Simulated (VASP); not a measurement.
Here is the system:

```xyz
4
Lattice="3.1056 0.0000 0.0000 -1.5528 2.6896 0.0000 0.0000 0.0000 10.1442" Properties=species:S:1:pos:R:3 pbc="T T T"
Ta     0.0000     1.7930     0.5059
Ta     1.5528     0.8965     5.5779
Sb     0.0000     1.7930     3.2982
Sb     1.5528     0.8965     8.3703
```

Computed with PBEsol GGA, VASP's PBE PAW potentials (set 64) (plane waves; VASP). Numerical set-up: 400 eV cut-off, Gaussian smearing of 0.050 eV, potentials Ta_pv Sb.

Q: Give the energies of bands 9 to 19 at the high-symmetry points, in eV from the Fermi level.

A: 
```csv
band,Γ,M,K,A,L,H
9,-7.50,-6.54,-4.83,-6.53,-6.37,-4.65
10,-5.10,-6.33,-4.70,-6.53,-6.37,-4.65
11,-3.70,-3.79,-4.70,-2.88,-3.54,-4.62
12,-2.54,-2.85,-4.44,-2.88,-3.54,-4.62
13,0.54,-2.30,-2.44,0.55,-2.21,-2.57
14,0.54,-2.06,-2.44,0.55,-2.21,-2.57
15,0.56,-0.82,-0.84,0.55,0.12,-0.78
16,0.56,-0.01,-0.75,0.55,0.12,-0.78
17,2.01,0.08,-0.27,2.36,0.46,-0.46
18,2.19,1.10,-0.27,2.36,0.46,-0.46
19,2.19,2.92,0.48,2.36,2.29,1.09
```

It has no gap at this level: it comes out as a metal or semimetal.

The structure was generated: TaSb was put into the wurtzite type (P6_3mc), which need not be its known phase. It was relaxed first, which changed the volume by -53 %.
